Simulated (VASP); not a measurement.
Set up this calculation in VASP 6.6.1, as the native input.

```
Task                   : relaxation of cell and atoms
Functional             : PBE
Dispersion             : D4
Potentials or basis    : VASP PAW PBE potentials, release 64 (Ta_pv, Ni, O)
Cutoff                 : 600 eV
k mesh                 : 5 × 5 × 5
Occupations            : fermi-dirac, width 0.05 eV
Spin                   : collinear spin, ferromagnetic start
Starting moments       : [0.0, 0.0, 0.0, 0.0, 1.0, 0.0, 0.0, 0.0, 0.0, 0.0, 0.0, 0.0, 0.0, 0.0, 0.0, 0.0] μB
Further INCAR settings : ALGO = Normal; EDIFF = 1e-06; IBRION = 2; EDIFFG = -0.01; NSW = 40; ISIF = 3
```

The structure of Ta4NiO11 lies in POSCAR:

```
Ta4NiO11
1.0
    0.0000000000      4.8671500000      4.8671500000
    4.8671500000      0.0000000000      4.8671500000
    4.8671500000      4.8671500000      0.0000000000
Ta Ni O
4 1 11
Direct
    0.6300700000      0.1098000000      0.6300700000
    0.6300700000      0.6300700000      0.6300700000
    0.1098000000      0.6300700000      0.6300700000
    0.6300700000      0.6300700000      0.1098000000
    0.0000000000      0.0000000000      0.0000000000
    0.2500000000      0.2500000000      0.2500000000
    0.8434600000      0.4696200000      0.8434600000
    0.8434600000      0.8434600000      0.8434600000
    0.4696200000      0.8434600000      0.8434600000
    0.8434600000      0.8434600000      0.4696200000
    0.3002300000      0.6997700000      0.6997700000
    0.6997700000      0.3002300000      0.3002300000
    0.6997700000      0.6997700000      0.3002300000
    0.3002300000      0.3002300000      0.6997700000
    0.3002300000      0.6997700000      0.3002300000
    0.6997700000      0.3002300000      0.6997700000
```

The cell was built by a generator and needn't be a form met in nature.

These files were run (other wordings do the same):

INCAR

```
  PREC = Accurate
  ENCUT = 600
  EDIFF = 1E-6
  ISMEAR = -1
  SIGMA = 0.05
  LREAL = False
  LASPH = True
  NELM = 100
  ALGO = Normal
  ISIF = 3
  LWAVE = False
  LCHARG = False
  ISPIN = 2
  MAGMOM = 0 0 0 0 1 0 0 0 0 0 0 0 0 0 0 0
  LORBIT = 11
  LMAXMIX = 4
  GGA = PE
  IVDW = 13
  IBRION = 2
  NSW = 40
  EDIFFG = -0.01
  KPAR = 4
```

KPOINTS

```
Automatic mesh
0
Gamma
  5 5 5
```

Potentials or basis: VASP PAW PBE potentials, release 64 (Ta_pv, Ni, O).

Run with:

```console
$ cat potpaw_PBE.64/Ta_pv/POTCAR potpaw_PBE.64/Ni/POTCAR potpaw_PBE.64/O/POTCAR > POTCAR
$ mpirun -np 4 vasp_std > vasp.out
```

Results of the run:

| Item | Value |
| --- | --- |
| Relaxed volume | 14.23 Å³/atom |
| Relaxed cell | a = 6.853 Å, b = 6.853 Å, c = 6.853 Å, α = 60.00°, β = 60.00°, γ = 60.00° |
| Space group after relaxing (to 0.05 Å) | F-43m (No. 216) |
| Energy gained by relaxing | 10.1 meV/atom |
| Ionic steps | 16 |
| Pressure after relaxing | 0.0 GPa |
| Largest force after relaxing | 0.005 eV/Å |
| Band gap on the k mesh | none (metal or under the smearing width) |
| Net moment | 1.14 μB per cell |
| Site moments | Ta -0.02; Ni -0.03; O +0.99, -0.00, +0.00 μB |
| Valence electrons inside the program's atomic spheres | Ta 8.86; Ni 8.67; O 4.69, 5.07, 5.09 |
| Dispersion energy per atom | -0.176 eV |

Caveat: a cell with one magnetic atom can't hold antiferromagnetic order, which such compounds often take; semilocal functionals often make such compounds metallic where correlation or magnetic order opens a gap, which also shifts bond lengths; pairwise dispersion overbinds metals, which lowers pressure and volume.

Run time: 81 min on 4 MPI ranks on Intel(R) Xeon(R) Platinum 8488C (Sapphire Rapids) (shared host), peak memory 1.1 GiB a rank.
